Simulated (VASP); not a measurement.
Calculation: r2SCAN+rVV10, VASP's PBE PAW potentials (set 64) (plane waves; VASP).

Input for VASP

POSCAR:
```
Os
1
    1.3688010609    -2.3708326276     0.0000000000
    1.3688010609     2.3708326276    -0.0000000000
    0.0000000000    -0.0000000000     4.3128290976
Os
2
Direct
  0.3333330000   0.6666670000   0.2500000000
  0.6666670000   0.3333330000   0.7500000000
```

### INCAR
```
SYSTEM = Os
PREC = Accurate
ENCUT = 520
EDIFF = 1E-7
NELM = 100
ALGO = Normal
LREAL = .FALSE.
LASPH = .TRUE.
ISMEAR = -5
METAGGA = R2SCAN
LUSE_VDW = .TRUE.
BPARAM = 11.95
CPARAM = 0.0093
LMIXTAU = .TRUE.
LMAXMIX = 6
LWAVE = .FALSE.
LCHARG = .FALSE.
LORBIT = 11
NEDOS = 601
ISIF = 2
```

### KPOINTS_OPT
```
k-points along high-symmetry lines
6
Line-mode
Reciprocal
  0.000000   0.000000   0.000000 ! GAMMA
  0.000000   0.500000   0.000000 ! M

  0.000000   0.500000   0.000000 ! M
 -0.333333   0.666667   0.000000 ! K

 -0.333333   0.666667   0.000000 ! K
  0.000000   0.000000   0.000000 ! GAMMA

  0.000000   0.000000   0.000000 ! GAMMA
  0.000000   0.000000   0.500000 ! A

  0.000000   0.000000   0.500000 ! A
  0.000000   0.500000   0.500000 ! L

  0.000000   0.500000   0.500000 ! L
 -0.333333   0.666667   0.500000 ! H

 -0.333333   0.666667   0.500000 ! H
  0.000000   0.000000   0.500000 ! A

  0.000000   0.500000   0.500000 ! L
  0.000000   0.500000   0.000000 ! M

 -0.333333   0.666667   0.500000 ! H
 -0.333333   0.666667   0.000000 ! K
```

KPOINTS:
```
Automatic mesh
0
Gamma
17 17 10
0 0 0
```

POTCAR, in this order: Os (PBE.64 set). Program: vasp_std.

Output

OSZICAR:
```
       N       E                     dE             d eps       ncg     rms          rms(c)
DAV:   1     0.262072213674E+02    0.26207E+02   -0.80004E+03  4752   0.134E+03
DAV:   2    -0.100850474706E+03   -0.12706E+03   -0.11445E+03  5020   0.416E+02
DAV:   3    -0.108315144043E+03   -0.74647E+01   -0.69082E+01  5672   0.832E+01
DAV:   4    -0.108503372155E+03   -0.18823E+00   -0.18636E+00  5132   0.137E+01
DAV:   5    -0.108505448555E+03   -0.20764E-02   -0.20768E-02  5560   0.118E+00    0.225E+01
DAV:   6    -0.106054131911E+03    0.24513E+01   -0.78718E-01  4924   0.865E+00    0.115E+01
DAV:   7    -0.104902435802E+03    0.11517E+01   -0.25292E+00  5360   0.148E+01    0.275E+00
DAV:   8    -0.105695727406E+03   -0.79329E+00   -0.45442E-01  5116   0.632E+00    0.313E-01
DAV:   9    -0.105786330201E+03   -0.90603E-01   -0.71832E-02  5220   0.243E+00    0.638E-02
DAV:  10    -0.105791357931E+03   -0.50277E-02   -0.51927E-03  4908   0.701E-01    0.193E-01
DAV:  11    -0.105791688048E+03   -0.33012E-03   -0.19844E-03  5216   0.433E-01    0.764E-02
DAV:  12    -0.105792594136E+03   -0.90609E-03   -0.20500E-04  4916   0.170E-01    0.111E-02
DAV:  13    -0.105792600430E+03   -0.62940E-05   -0.14548E-05  5028   0.371E-02    0.142E-02
DAV:  14    -0.105792607718E+03   -0.72876E-05   -0.51802E-06  5200   0.247E-02    0.247E-03
DAV:  15    -0.105792608938E+03   -0.12200E-05   -0.50310E-07  4760   0.735E-03    0.125E-03
DAV:  16    -0.105792609842E+03   -0.90405E-06   -0.54226E-07  4740   0.675E-03    0.140E-03
DAV:  17    -0.105792610096E+03   -0.25439E-06   -0.40544E-08  2408   0.257E-03    0.320E-04
DAV:  18    -0.105792610203E+03   -0.10640E-06   -0.33947E-09  2392   0.684E-04    0.463E-04
DAV:  19    -0.105792610381E+03   -0.17843E-06   -0.30687E-09  2380   0.649E-04    0.146E-04
DAV:  20    -0.105792610380E+03    0.94224E-09   -0.56593E-10  2388   0.205E-04
   1 F= -.10579261E+03 E0= -.10579261E+03  d E =0.000000E+00
       N       E                     dE             ncg
```

### OUTCAR
```
------------------------ aborting loop because EDIFF is reached ----------------------------------------
  FORCE on cell =-STRESS in cart. coord.  units (eV):
  Direction    XX          YY          ZZ          XY          YZ          ZX
  --------------------------------------------------------------------------------------
  Total       -0.0277799     -0.0277798      0.0334429      0.0000000     -0.0000000      0.0000000
  in kB       -1.5900363     -1.5900359      1.9141731      0.0000000     -0.0000000      0.0000000
  external PRESSURE =      -0.4219664 kB  Pullay stress =       0.0000000 kB
  volume of cell :       27.99
      direct lattice vectors                 reciprocal lattice vectors
     1.368801061 -2.370832628  0.000000000     0.365283177 -0.210896372  0.000000000
     1.368801061  2.370832628  0.000000000     0.365283177  0.210896372  0.000000000
     0.000000000  0.000000000  4.312829098     0.000000000  0.000000000  0.231866364
 POSITION                                       TOTAL-FORCE (eV/Angst)
 -----------------------------------------------------------------------------------
      1.36880      0.79028      1.07821         0.000000      0.000000      0.000000
      1.36880     -0.79028      3.23462        -0.000000     -0.000000      0.000000
 -----------------------------------------------------------------------------------
    total drift:                               -0.000001      0.000025     -0.000020
  FREE ENERGIE OF THE ION-ELECTRON SYSTEM (eV)
  ---------------------------------------------------
  free  energy   TOTEN  =      -105.7926103800 eV

  energy  without entropy=     -105.7926103800  energy(sigma->0) =     -105.79261038

 total charge

# of ion       s       p       d       tot
------------------------------------------
    1        0.658   0.795   6.050   7.503
    2        0.658   0.795   6.050   7.503
--------------------------------------------------
tot          1.316   1.589  12.101  15.006
```
(Selected blocks of OUTCAR.)

For a metal the tetrahedron method with Blöchl corrections gives inexact stress and forces.

The compound is Os in the hcp structure. It was relaxed first.
